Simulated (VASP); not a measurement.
Calculation: PBE GGA, VASP's PBE PAW potentials (set 64) (plane waves; VASP). Each cell was relaxed at this level, without spin-orbit coupling.

Which of these comes out without a gap?
A. RbBr, Fm-3m (225)
B. AgCl, Fm-3m (225)
C. BaHfO3, Pm-3m (221)
D. Ag, Fm-3m (225)

D, Ag, Fm-3m (225). The others have gaps of 0.92 eV (AgCl, Fm-3m (225)), 3.54 eV (BaHfO3, Pm-3m (221)), 4.18 eV (RbBr, Fm-3m (225)).
